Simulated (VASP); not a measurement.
Calculation: G0W0 on PBE orbitals, VASP's PBE PAW potentials (set 64) (plane waves; VASP 6.6.1).

The input files of a VASP run:

INCAR:
```
# general
SYSTEM       =  CaO
PREC         =  Normal
ENCUT        =  500
LREAL        =  .FALSE.
LASPH        =  .TRUE.
NBANDS       =  160

# electronic loop
ALGO         =  EVGW0

# smearing
ISMEAR       =  0
SIGMA        =  0.01

# functional
GGA          =  PE

# output
LWAVE        =  .FALSE.
LCHARG       =  .FALSE.

# other
NELMGW       =  1
NOMEGA       =  64
ENCUTGW      =  200
NBANDSGW     =  16
LSPECTRALGW  =  .TRUE.
```

File POSCAR:
```
CaO
1
    0.0000000000     2.4050000000     2.4050000000
    2.4050000000     0.0000000000     2.4050000000
    2.4050000000     2.4050000000     0.0000000000
Ca O
1 1
Direct
  0.0000000000   0.0000000000   0.0000000000
  0.5000000000   0.5000000000   0.5000000000
```

File KPOINTS:
```
Automatic mesh
0
Gamma
4 4 4
0 0 0
```

POTCAR, in this order: Ca_sv_GW O_GW_new (PBE.64 set). Program: vasp_std. Read from the step before: WAVECAR, WAVEDER.

What VASP printed:

OUTCAR:
```
 ion  position               nearest neighbor table
   1  0.000  0.000  0.000-   2 2.40   2 2.40   2 2.40   2 2.40   2 2.40   2 2.40
   2  0.500  0.500  0.500-   1 2.40   1 2.40   1 2.40   1 2.40   1 2.40   1 2.40
  LATTYP: Found a face centered cubic cell.
 ALAT       =     4.8100000000
 Subroutine PRICEL returns:
 Original cell was already a primitive cell.
 Subroutine GETGRP returns: Found 48 space group operations
The static configuration has the point symmetry O_h .
The dynamic configuration has the point symmetry O_h .
 Subroutine INISYM returns: Found 48 space group operations
 Subroutine IBZKPT returns following result:
 Found      8 irreducible k-points:

 Following reciprocal coordinates:
            Coordinates               Weight
  0.000000  0.000000  0.000000      1.000000
  0.250000  0.000000  0.000000      8.000000
  0.500000  0.000000  0.000000      4.000000
  0.250000  0.250000  0.000000      6.000000
  0.500000  0.250000  0.000000     24.000000
 -0.250000  0.250000  0.000000     12.000000
  0.500000  0.500000  0.000000      3.000000
 -0.250000  0.500000  0.250000      6.000000
 Subroutine IBZKPT_HF returns following result:
   k-points           NKPTS =      8   k-points in BZ     NKDIM =     64   number of bands    NBANDS=    160
   number of dos      NEDOS =    301   number of ions     NIONS =      2
   total plane-waves  NPLWV =   8000
   dimension x,y,z NGX =    20 NGY =   20 NGZ =   20
   dimension x,y,z NGXF=    40 NGYF=   40 NGZF=   40
   ions per type =               1   1
   PREC   = normal    normal or accurate (medium, high low for compatibility)
   ISTART =      1    job   : 0-new  1-cont  2-samecut
   ICHARG =      0    charge: 1-file 2-atom 10-const
   ISPIN  =      1    spin polarized calculation?
   LNONCOLLINEAR =      F non collinear calculations
   LSORBIT =      F    spin-orbit coupling
   INIWAV =      1    electr: 0-lowe 1-rand  2-diag
   ENCUT  =  500.0 eV  36.75 Ry    6.06 a.u.   6.20  6.20  6.20*2*pi/ulx,y,z
   NELM   =     60;   NELMIN=  2; NELMDL=  0     # of ELM steps
...
```

File OSZICAR:
```
energies w=
    0.000    0.000    0.979    0.000    1.957    0.000    2.930    0.000
    3.896    0.000    4.854    0.000    5.803    0.000    6.741    0.000
    7.667    0.000    8.581    0.000    9.483    0.000   10.372    0.000
   11.248    0.000   12.113    0.000   12.968    0.000   13.812    0.000
   14.647    0.000   15.475    0.000   16.297    0.000   17.113    0.000
   17.927    0.000   18.739    0.000   19.551    0.000   20.365    0.000
   21.184    0.000   22.008    0.000   22.841    0.000   23.685    0.000
   24.542    0.000   25.415    0.000   26.307    0.000   27.221    0.000
   28.160    0.000   29.130    0.000   30.133    0.000   31.175    0.000
   32.261    0.000   33.398    0.000   34.592    0.000   35.852    0.000
   37.186    0.000   38.606    0.000   40.124    0.000   41.755    0.000
   43.517    0.000   45.430    0.000   47.521    0.000   49.819    0.000
   52.363    0.000   55.199    0.000   58.389    0.000   62.006    0.000
   66.150    0.000   70.949    0.000   76.576    0.000   83.271    0.000
   91.372    0.000  101.371    0.000  114.022    0.000  130.525    0.000
  152.934    0.000  185.058    0.000  234.865    0.000  322.290    0.000
NQ=   1    0.0000    0.0000    0.0000,
 performed        196000 updates of chi_q(r,r)
NQ=   2    0.2500    0.0000    0.0000,
 performed        576000 updates of chi_q(r,r)
NQ=   3    0.5000    0.0000    0.0000,
 performed        864000 updates of chi_q(r,r)
NQ=   4    0.2500    0.2500    0.0000,
 performed       1209000 updates of chi_q(r,r)
NQ=   5    0.5000    0.2500    0.0000,
 performed       1671000 updates of chi_q(r,r)
NQ=   6   -0.2500    0.2500    0.0000,
 performed       2082000 updates of chi_q(r,r)
NQ=   7    0.5000    0.5000    0.0000,
 performed       2350000 updates of chi_q(r,r)
NQ=   8   -0.2500    0.5000    0.2500,
 performed       2700000 updates of chi_q(r,r)
 resolving degeneracies of screened two electron integrals
```

File OUTCAR:
```


 k-point   1 :       0.0000    0.0000    0.0000
  band No.  KS-energies  QP-energies   sigma(KS)   V_xc(KS)     V^pw_x(r,r')   Z            occupation Imag(sigma)

      1     -32.6257     -34.1570     -23.1034     -20.6319     -34.4126       0.6196       2.0000       0.8923
      2     -13.3927     -15.7853     -23.3220     -20.1564     -28.1158       0.7558       2.0000       0.2711
      3     -13.3927     -15.7853     -23.3220     -20.1564     -28.1158       0.7558       2.0000       0.2711
      4     -13.3927     -15.7853     -23.3220     -20.1564     -28.1158       0.7558       2.0000       0.2711
      5     -10.4826     -12.2479     -21.9066     -19.2016     -30.6765       0.6526       2.0000       0.8352
      6       5.0269       3.9354     -20.6336     -19.1657     -24.5145       0.7436       2.0000       0.1594
      7       5.0269       3.9354     -20.6336     -19.1657     -24.5145       0.7436       2.0000       0.1594
      8       5.0269       3.9354     -20.6336     -19.1657     -24.5145       0.7436       2.0000       0.1594
      9       9.7381      10.3400     -10.0657     -10.8012      -6.1462       0.8182       0.0000      -0.1025
     10      11.2508      13.1278     -11.2671     -13.6209      -6.5613       0.7974       0.0000      -0.1382
     11      11.2508      13.1278     -11.2671     -13.6209      -6.5613       0.7974       0.0000      -0.1382
     12      11.2508      13.1278     -11.2671     -13.6209      -6.5613       0.7974       0.0000      -0.1382
     13      12.7472      15.0173     -12.7225     -15.5758      -7.9884       0.7956       0.0000      -0.1342
     14      12.7472      15.0173     -12.7225     -15.5758      -7.9884       0.7956       0.0000      -0.1342
     15      20.0227      20.2455      -6.5124      -6.7678      -1.4296       0.8721       0.0000      -0.7369
     16      27.3994      30.1278     -10.9425     -14.2747      -5.1529       0.8188       0.0000      -0.9630

 k-point   2 :       0.2500    0.0000    0.0000
  band No.  KS-energies  QP-energies   sigma(KS)   V_xc(KS)     V^pw_x(r,r')   Z            occupation Imag(sigma)

      1     -32.5752     -34.1013     -23.1463     -20.6862     -34.4536       0.6203       2.0000       0.8838
      2     -14.0150     -16.2175     -22.4495     -19.4039     -28.0236       0.7232       2.0000       0.3974
      3     -13.4193     -15.8050     -23.2853     -20.1228     -28.0773       0.7544       2.0000       0.2602
      4     -13.4193     -15.8050     -23.2853     -20.1228     -28.0773       0.7544       2.0000       0.2602
      5      -9.8251     -11.6791     -22.8206     -20.0471     -30.8410       0.6684       2.0000       0.7325
      6       3.5045       2.2593     -18.2375     -16.5593     -21.9902       0.7420       2.0000       0.1860
      7       4.3756       3.2718     -19.7543     -18.2675     -23.6065       0.7424       2.0000       0.1698
      8       4.3756       3.2718     -19.7543     -18.2675     -23.6065       0.7424       2.0000       0.1698
      9      11.2752      12.8553     -11.1013     -13.0830      -6.5575       0.7973       0.0000      -0.1368
     10      11.8708      12.6948     -11.8870     -12.9249      -7.8719       0.7939       0.0000      -0.1224
     11      12.2017      14.2543     -11.9413     -14.5533      -7.0283       0.7858       0.0000      -0.1581
     12      12.2017      14.2543     -11.9413     -14.5533      -7.0283       0.7858       0.0000      -0.1581
     13      13.9909      16.3707     -13.8870     -16.9585      -8.9626       0.7748       0.0000      -0.1580
     14      13.9909      16.3707     -13.8870     -16.9585      -8.9626       0.7748       0.0000      -0.1580
     15      20.9150      22.3559     -10.2061     -12.0049      -4.4720       0.8010       0.0000      -0.7259
     16      24.8662      26.4957     -10.1831     -12.0564      -4.5250       0.8699       0.0000      -0.8763

 k-point   3 :       0.5000    0.0000    0.0000
  band No.  KS-energies  QP-energies   sigma(KS)   V_xc(KS)     V^pw_x(r,r')   Z            occupation Imag(sigma)

      1     -32.5243     -34.0531     -23.1899     -20.7421     -34.4962       0.6246       2.0000       0.8746
      2     -14.4916     -16.6046     -21.9383     -18.9615     -27.8905       0.7098       2.0000       0.4671
      3     -13.4460     -15.8218     -23.2497     -20.0905     -28.0400       0.7520       2.0000       0.2490
      4     -13.4460     -15.8218     -23.2497     -20.0905     -28.0400       0.7520       2.0000       0.2490
      5      -9.3087     -11.2041     -23.4005     -20.6063     -31.0670       0.6783       2.0000       0.6828
      6       2.4063       1.0603     -17.1544     -15.3210     -21.0836       0.7342       2.0000       0.2290
      7       3.8403       2.7212     -19.2121     -17.6888     -23.1258       0.7347       2.0000       0.1845
      8       3.8403       2.7212     -19.2121     -17.6888     -23.1258       0.7347       2.0000       0.1845
      9      12.0722      13.8503     -13.5779     -15.8827      -9.0651       0.7715       0.0000      -0.1546
     10      13.3686      15.6889     -13.0872     -16.1184      -7.8673       0.7655       0.0000      -0.1935
     11      13.3686      15.6889     -13.0872     -16.1184      -7.8673       0.7655       0.0000      -0.1935
     12      13.4875      14.0079      -9.1707      -9.8175      -4.7919       0.8045       0.0000      -0.1532
     13      15.4265      18.0777     -15.0357     -18.5640      -9.6408       0.7514       0.0000      -0.2124
     14      15.4265      18.0777     -15.0357     -18.5640      -9.6408       0.7514       0.0000      -0.2124
     15      19.2411      20.9389     -13.0685     -15.3096      -7.1640       0.7576       0.0000      -0.4936
     16      21.8779      22.5942      -8.8165      -9.6687      -3.7435       0.8404       0.0000      -0.4718

 k-point   4 :       0.2500    0.2500    0.0000
  band No.  KS-energies  QP-energies   sigma(KS)   V_xc(KS)     V^pw_x(r,r')   Z            occupation Imag(sigma)

      1     -32.5594     -34.0886     -23.1615     -20.7033     -34.4668       0.6220       2.0000       0.8876
      2     -13.9018     -16.1494     -22.5896     -19.5061     -27.9724       0.7289       2.0000       0.3626
      3     -13.5051     -15.8996     -23.2011     -20.0218     -28.0183       0.7531       2.0000       0.2865
      4     -13.5051     -15.8996     -23.2011     -20.0218     -28.0183       0.7531       2.0000       0.2865
      5      -9.9609     -11.7651     -22.6595     -19.9118     -30.8681       0.6566       2.0000       0.7369
      6       3.3568       2.1127     -18.5097     -16.8215     -22.4340       0.7369       2.0000       0.1966
      7       4.7281       3.6001     -20.2104     -18.6900     -24.0716       0.7419       2.0000       0.1629
      8       4.7281       3.6001     -20.2104     -18.6900     -24.0716       0.7419       2.0000       0.1629
      9       9.7340      11.1749     -10.1915     -11.9686      -5.8255       0.8108       0.0000      -0.1201
     10      11.6290      12.6929     -11.0832     -12.4047      -6.8218       0.8051       0.0000      -0.1211
     11      13.0783      15.3108     -12.6603     -15.5431      -7.5574       0.7744       0.0000      -0.1803
     12      13.0783      15.3108     -12.6603     -15.5431      -7.5574       0.7744       0.0000      -0.1803
     13      13.2879      15.6811     -13.0389     -16.0713      -8.1741       0.7892       0.0000      -0.1426
     14      15.0326      17.1274     -14.5315     -17.3025      -9.4840       0.7560       0.0000      -0.2031
     15      22.3426      23.9113      -9.9380     -11.8754      -4.0977       0.8097       0.0000      -0.9239
     16      23.8059      24.9381     -10.2668     -11.6495      -4.5780       0.8188       0.0000      -0.6724

 k-point   5 :       0.5000    0.2500    0.0000
  band No.  KS-energies  QP-energies   sigma(KS)   V_xc(KS)     V^pw_x(r,r')   Z            occupation Imag(sigma)

      1     -32.5093     -34.0504     -23.2060     -20.7580     -34.5086       0.6295       2.0000       0.8847
      2     -14.1676     -16.4082     -22.3348     -19.2518     -27.8540       0.7267       2.0000       0.4090
      3     -13.6460     -16.0365     -23.0234     -19.8341     -27.8837       0.7496       2.0000       0.2985
      4     -13.5325     -15.9201     -23.1658     -19.9879     -27.9830       0.7513       2.0000       0.2774
      5      -9.7453     -11.5744     -22.8979     -20.1388     -30.9846       0.6630       2.0000       0.7177
      6       3.2418       1.9353     -18.2385     -16.4713     -22.1094       0.7393       2.0000       0.1961
      7       3.9490       2.7667     -19.2247     -17.6258     -23.0792       0.7395       2.0000       0.1775
      8       4.2326       3.0910     -19.7033     -18.1642     -23.6004       0.7417       2.0000       0.1734
      9      10.3730      11.8282     -11.1108     -12.9307      -6.8106       0.7996       0.0000      -0.1242
     10      12.8676      14.5968     -12.6359     -14.8647      -7.9011       0.7758       0.0000      -0.1666
     11      13.8422      16.0792     -13.4828     -16.3755      -8.4707       0.7733       0.0000      -0.1715
     12      13.8802      16.3234     -13.2607     -16.4658      -7.9224       0.7623       0.0000      -0.2076
     13      14.6582      17.2540     -14.1517     -17.5381      -8.9535       0.7665       0.0000      -0.1801
     14      16.5720      18.2941     -12.7227     -14.9902      -7.3539       0.7595       0.0000      -0.2942
     15      19.3333      20.4478     -11.1423     -12.5562      -5.7105       0.7882       0.0000      -0.4162
     16      21.1508      22.6533     -11.2066     -13.1117      -5.4307       0.7887       0.0000      -0.6256

 k-point   6 :      -0.2500    0.2500    0.0000
  band No.  KS-energies  QP-energies   sigma(KS)   V_xc(KS)     V^pw_x(r,r')   Z            occupation Imag(sigma)

      1     -32.5254     -34.0550     -23.1906     -20.7405     -34.4951       0.6243       2.0000       0.8817
      2     -14.1956     -16.3667     -22.2561     -19.2322     -27.9595       0.7180       2.0000       0.4174
      3     -13.6556     -16.0506     -23.0253     -19.8269     -27.8741       0.7488       2.0000       0.3089
      4     -13.4474     -15.8221     -23.2489     -20.0875     -28.0410       0.7512       2.0000       0.2508
      5      -9.5905     -11.4589     -23.1033     -20.3268     -30.9956       0.6729       2.0000       0.6962
...
```
(Selected blocks of OUTCAR.)

The mesh is coarse and the basis finite, so the quasiparticle values are not converged.

The compound is CaO in the rock salt structure. The cell was not relaxed at this level. The k-mesh is coarse (spacing up to 0.57 per Å, 2π included), so the numbers may not be converged in it.
